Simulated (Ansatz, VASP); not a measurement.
# AgPbF4 in VASP and in Ansatz

```
Ag Pb F
1.0
     4.04478    0.00000    0.00000
    -2.02239    3.50288    0.00000
     0.00000    0.00000    5.93861
Ag Pb F
1 1 4
Cartesian
  0.0000 0.0000 2.9693
  0.0000 0.0000 0.0000
  0.0000 2.3353 1.4168
  0.0000 2.3353 4.5218
  2.0224 1.1676 1.4168
  2.0224 1.1676 4.5218
```

Alike in both runs: functional PBE; k mesh 12 × 12 × 6; occupations gaussian, width 0.1 eV; no spin polarisation.

Ansatz relaxed the structure, and its values are those at the end. VASP's run is a single point on that final structure, the one shown.

|  | VASP | Ansatz |
| --- | --- | --- |
| version | VASP 6.6.1 | Ansatz 0.2.0 |
| potentials or method | VASP PAW PBE potentials, release 64 (Ag, Pb_d, F) | scalar-relativistic, plane waves, PAW |
| plane-wave cutoff (eV) | 520 | 420 |
| valence electrons in the cell | 53 | 61 |

Ansatz gave:

| Quantity | Value |
| --- | --- |
| gap on the k mesh at the Fermi level (eV) | none |
| pressure (GPa) | 0.0 |
| rms of the force components (eV/Å) | 0.000 |

Problem. Which values does VASP return?

Solution. gap on the k mesh at the Fermi level (eV): none; pressure (GPa): -0.2; rms of the force components (eV/Å): 0.003.

A gap of «none» marks a metal or a gap that the smearing closes. The two sets of potentials don't hold the same shells in valence.

Caveats: an odd number of electrons without spin polarisation forces a metal; a magnetic or distorted state may lie lower. The runs have no spin-orbit coupling, so splittings on Pb are missing.
